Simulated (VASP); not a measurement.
Input:

```
CELL_PARAMETERS angstrom
      0.00000     3.24471     3.24471
      3.24471     0.00000     3.24471
      3.24471     3.24471     0.00000
ATOMIC_POSITIONS crystal
  Rh 0.00000 0.00000 0.00000
  Sb 0.25000 0.25000 0.25000
```

Method: r2SCAN meta-GGA, VASP's PBE PAW potentials (set 64) (plane waves; VASP). Numerical set-up: 400 eV cut-off, 9×9×9 Γ-centred mesh, first-order Methfessel-Paxton smearing of 0.10 eV, potentials Rh_pv Sb.

Energy and stress use the plane-wave basis of the starting cell.

Task: The ions, cell shape and volume are relaxed. Give the cell that the relaxation ends in.

Result: 
```
CELL_PARAMETERS angstrom
      0.00000     2.92590     2.92590
      2.92590     0.00000     2.92590
      2.92590     2.92590     0.00000
ATOMIC_POSITIONS crystal
  Rh 0.00000 0.00000 0.00000
  Sb 0.25000 0.25000 0.25000
```
Space group F-43m (216), at a tolerance of 0.03 Å.

Task: How do energy and volume change from the first to the last step?

Result: The energy (σ→0) changes by -558.9 meV/atom and the volume by -26.7 %, in 7 ionic steps.

```
step  E(σ→0) (eV)  max force (eV/Å)  pressure (GPa)  volume (Å³)
----  -----------  ----------------  --------------  -----------
1        -48.8332             0.000          -14.46        68.32
2        -49.4106             0.000           25.66        42.15
3        -49.9502             0.000           -0.58        50.47
4        -49.9510             0.000           -0.09        50.15
5        -49.9505             0.000            0.57        49.82
6        -49.9504             0.000           -0.60        50.41
7        -49.9510             0.000            0.01        50.10
```

The structure was generated: RhSb was put into the zinc blende type (F-43m), which need not be its known phase. This run relaxes it. Symmetry was kept, so distortions that lower it aren't found.
